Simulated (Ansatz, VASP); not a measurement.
# KZnF3 in two plane-wave programs, part 2 of 2

One calculation is typed for both programs; each brings its own data sets. How far apart do they land?  Valence electrons are named where the data sets of a main pair hold unlike numbers.

VASP 6.6.1 and Ansatz 0.2.0.

So far. Step 2 (VASP: band structure, PBE): The run ends at a pressure of 1.70 GPa.

## (6) VASP: single point, PBE

Level of this step: PBE; plane waves and PAW (Zn_sv_GW, K_sv_GW, F_GW) (VASP).

A single point gives forces, pressure and levels at one fixed geometry, so differences don't come from the geometry; what else differs is listed under the comparison.

File INCAR:

```
SYSTEM = KZnF3
PREC = Accurate
ENCUT = 520
EDIFF = 1E-08
NELM = 100
ISMEAR = 0
SIGMA = 0.01
LREAL = .FALSE.
ALGO = Normal
GGA = PE
NBANDS = 31
LORBIT = 11
LWAVE = .TRUE.
LCHARG = .FALSE.
KPAR = 8
```

File POSCAR:

```
KZnF3
1.0
    4.0500000000      0.0000000000      0.0000000000
    0.0000000000      4.0500000000      0.0000000000
    0.0000000000      0.0000000000      4.0500000000
Zn K F
1 1 3
Direct
    0.5000000000      0.5000000000      0.5000000000
    0.0000000000      0.0000000000      0.0000000000
    0.5000000000      0.5000000000      0.0000000000
    0.0000000000      0.5000000000      0.5000000000
    0.5000000000      0.0000000000      0.5000000000
```

File KPOINTS:

```
Automatic mesh
0
Gamma
4 4 4
0 0 0
```

Potentials, in the order of the species: Zn_sv_GW, K_sv_GW and F_GW (PBE family, release 64).

The run is started by

```sh
$ mpirun -np 8 vasp_std
```

Numbers of over 12 decimals in the logs are rounded to 6 here.

Output:

```text
[banner, memory and clock lines left out]
running    8 mpi-ranks, on    1 nodes
[...]
[... a notice as in an earlier step ...]

 LDA part: xc-table for (Slater+PW92), standard interpolation
 POSCAR, INCAR and KPOINTS ok, starting setup
[...]
entering main loop
       N       E                     dE             d eps       ncg     rms          rms(c)
DAV:   1     0.740649249917E+03    0.74065E+03   -0.28992E+04  1024   0.611E+03
DAV:   2     0.760649685294E+02   -0.66458E+03   -0.63654E+03  1004   0.133E+03
DAV:   3    -0.206109283209E+02   -0.96676E+02   -0.95527E+02  1152   0.410E+02
DAV:   4    -0.249849318797E+02   -0.43740E+01   -0.43225E+01  1030   0.690E+01
[...]
DAV:  15    -0.228177144729E+02    0.25591E-07   -0.12348E-07   912   0.694E-03    0.304E-04
DAV:  16    -0.228177144496E+02    0.23296E-07   -0.78339E-09   481   0.131E-03    0.249E-04
DAV:  17    -0.228177144445E+02    0.50786E-08   -0.15751E-09   464   0.455E-03
   1 F= -.22817714E+02 E0= -.22817714E+02  d E =0.000000E+00
 writing wavefunctions
```

OUTCAR, selected parts (step 6):

```text
  Total        0.4600635      0.4600635      0.4600635      0.0000000      0.0000000      0.0000000
  in kB       11.0959196     11.0959196     11.0959196      0.0000000      0.0000000      0.0000000
  external PRESSURE =      11.0959196 kB  Pullay stress =       0.0000000 kB

 POSITION                                       TOTAL-FORCE (eV/Angst)
 -----------------------------------------------------------------------------------
      2.02500      2.02500      2.02500         0.000000      0.000000      0.000000
      0.00000      0.00000      0.00000         0.000000      0.000000      0.000000
      2.02500      2.02500      0.00000         0.000000      0.000000      0.000000
      0.00000      2.02500      2.02500         0.000000      0.000000      0.000000
      2.02500      0.00000      2.02500         0.000000      0.000000      0.000000
 -----------------------------------------------------------------------------------
    total drift:                                0.000000      0.000000      0.000000

  FREE ENERGIE OF THE ION-ELECTRON SYSTEM (eV)
  ---------------------------------------------------
  free  energy   TOTEN  =       -22.8177144445 eV

  energy  without entropy=      -22.8177144445  energy(sigma->0) =      -22.81771444

[... 1 part as in an earlier step ...]

[... 2 further parts left out ...]
[key lines of the parts left out:]
E-fermi :   1.7052
```

The gap is read on the k-mesh alone, so it is an upper bound where the band edges lie off the mesh.

## (7) Ansatz: single point, PBE

The same cell, functional, mesh and smearing now go to Ansatz, which takes its cutoff from its data sets.

File input.yaml:

```yaml
crystal:
  lattice:
    - [4.05, 0.0, 0.0]
    - [0.0, 4.05, 0.0]
    - [0.0, 0.0, 4.05]
  atoms:
    - { symbol: Zn, position: [0.5, 0.5, 0.5] }
    - { symbol: K, position: [0.0, 0.0, 0.0] }
    - { symbol: F, position: [0.5, 0.5, 0.0] }
    - { symbol: F, position: [0.0, 0.5, 0.5] }
    - { symbol: F, position: [0.5, 0.0, 0.5] }
hamiltonian:
  xc: pbe
  pseudopotentials: { kind: paw }
kpoints:
  mp_grid: { grid: [4, 4, 4] }
scf:
  occupations: { method: gaussian, width: 0.01 }
  n_extra_bands: 5
output:
  forces: true
  stress: true
  eigenvalues: true
```

The run is started by

```sh
$ ansatz run input.yaml --threads 2 --pin off --max-ram 4608MiB --backend cpu --events-out ev --progress --plain --runs-dir out
```

Output:

```text
[...]
Crystal: 5 atoms, lattice volume = 66.430 Å³
Basis set: ecut = 420 eV, 1309 PW (Γ), exchange–correlation on 60×60×60 points (8 copies of the dense FFT grid, shifted against one another)
Bands: 26, of which v1, the nominal top of the filled ones, is band 21 counted from 1 (20 counted from 0)
Symmetry: 48 space group operations
[...]
k-points: 10 of 64
[...]
k-point 0: bands = [... 17 lower, 2.1863, 2.3940, 2.3940, 2.3940, 8.0831, 12.9604, 12.9604, 13.6839, ... 1 higher]
  k-point 1: bands = [... 17 lower, 2.2316, 2.4398, 2.4434, 2.4434, 9.2053, 13.2008, 13.4110, 14.3938, ... 1 higher]
  k-point 2: bands = [... 17 lower, 2.2228, 2.5332, 2.5332, 2.6356, 10.8458, 12.5681, 13.8988, 15.3032, ... 1 higher]
  k-point 9: bands = [... 17 lower, 2.7623, 2.7623, 4.2208, 4.2208, 12.7008, 12.7008, 12.7008, 14.5025, ... 1 higher]
[key lines of the parts left out:]
SCF converged after 7 iterations
Free energy (F): -7286.257313 eV
Fermi energy:    6.151967 eV
P = ⅓ Tr σ = 4.5475 GPa (45.475 kbar)
```

The job ended after 1.5 s (2 threads of Arm Neoverse N1, shared host; peak memory 0.31 GiB; 2.6 s of CPU time).

The run ends at a pressure of 4.55 GPa.

## (8) Comparison

What differs besides the data sets and the points named for the pairs above, as far as they apply: the data sets hold 42 valence electrons in Ansatz (on its default PAW (the set named soft_2) files) and 50 in VASP. Total energies have different zeros and are not compared.

Compared:

```tsv
quantity	Ansatz	VASP	difference
gap on the k mesh (eV)	3.862	3.872	-0.009
```

Not compared: the pressure (VASP's GW data sets at this cutoff don't carry it). A gap on the mesh is an upper bound, since the band edges may lie between its points.

## (9) Further runs

Further runs change the set-up of one program: Ansatz's method, potentials or start, or VASP's data sets, cutoff or form of LDA. The table gives that difference for each run.

```tsv
run	gap on the k mesh (eV)
as above	-0.0094
Ansatz's all-electron LAPW method	0.0096
Ansatz's larger PAW set (cutoff 1300 eV)	0.012
norm-conserving potentials (cutoff 1320 eV)	0.084
```

## (10) What came out

```
largest difference of a filled level at the path points (band structure, PBE) : 14 meV
difference in gap on the k mesh (single point, PBE)                           : -0.0094 eV
```

What this shows: The largest difference of a filled level at the path points is 14 meV (band structure, PBE), within the 80 meV picked in this series as the mark of a large difference. The data sets hold unlike numbers of valence electrons (42 in Ansatz and 50 in VASP), so part of the differences comes from the potentials. VASP's data sets differ among the pairs, so a change from pair to pair isn't the functional's or the coupling's alone. Band structure, PBE, Ansatz's larger PAW set (cutoff 1300 eV): the difference in gap over the path points goes from 0.013 to 0.034 eV. Band structure, PBE, norm-conserving potentials (cutoff 1320 eV): the difference in gap over the path points goes from 0.013 to 0.11 eV. Single point, PBE, Ansatz's all-electron LAPW method: the difference in gap on the k mesh goes from -0.0094 to 0.0096 eV. Single point, PBE, Ansatz's larger PAW set (cutoff 1300 eV): the difference in gap on the k mesh goes from -0.0094 to 0.012 eV. 2 further runs of this series are not shown here. How closely two codes agree says nothing of how well the functional describes the real material.

[Lines on the potential files, build, host, timing and source positions are cut from VASP's logs without a mark.]

[Logs are printed without paths, hosts, clocks, repeated set-up lines and the standing remarks that a program may print on its own settings, such as how far it seeks lower states.]

[Hosts, paths, dates, database ids (printed as entryN), source tags and the programs' standing remarks are cut or masked in the printed files.]
